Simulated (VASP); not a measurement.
The cell holds one Mo (bcc) (110) slab, with vacuum along c, ions free to move until forces fall under 0.03 eV/Å, no reconstruction beyond this cell, dipole correction on.

Consider the following.

```
Mo
1.0
    2.71352     0.00000     0.00000
   -0.90451     2.55833     0.00000
    0.00000     0.00000    25.99840
Mo
5
Direct
  0.50000   0.50000   0.33350
  0.00000   0.00000   0.41432
  0.50000   0.50000   0.50000
  0.00000   0.00000   0.58568
  0.50000   0.50000   0.66650
```

Calculation: PBEsol GGA, VASP's PBE PAW potentials (set 64) (plane waves; VASP). Run with 400 eV cut-off, 11×11×1 Γ-centred mesh, first-order Methfessel-Paxton smearing of 0.10 eV, potentials Mo_sv.

Slab and bulk use different k-meshes, so the surface energy is good to a few per cent at best.

Predict its surface energy, work function, band gap (on the k-mesh).

- surface energy: 3.09 J/m^2
- work function: 4.61 eV
- band gap (on the k-mesh): none (metal, semimetal or under 0.01 eV)

Measured: work function 4.95 eV (computed value off by -0.34 eV), as given by Richard Tran et al., Surface Science (2019), arXiv:1902.07811.

The cell is a thin slab with vacuum, built from Mo (bcc): (110) face.
